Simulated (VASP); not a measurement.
Given:

```
SrO
1.0
    0.00000     2.57611     2.57611
    2.57611     0.00000     2.57611
    2.57611     2.57611     0.00000
Sr O
1 1
Direct
  0.00000   0.00000   0.00000
  0.50000   0.50000   0.50000
```

These are HSEsol screened hybrid, VASP's PBE PAW potentials (set 64) (plane waves; VASP) values and carry that method's errors. Settings: 520 eV cut-off, 6×6×6 Γ-centred mesh, Gaussian smearing of 0.050 eV, potentials Sr_sv O.

### Question
Give the stress tensor in GPa (positive for a compressed cell).

### Answer

```
-2.15   0.00   0.00
 0.00  -2.15   0.00
 0.00   0.00  -2.15
```
The pressure is its mean diagonal, -2.15 GPa.

The compound is SrO in the rock salt structure. This cell is one point of a volume scan, at 0.97 of the reference volume. The cell's shape comes from a PBE relaxation.
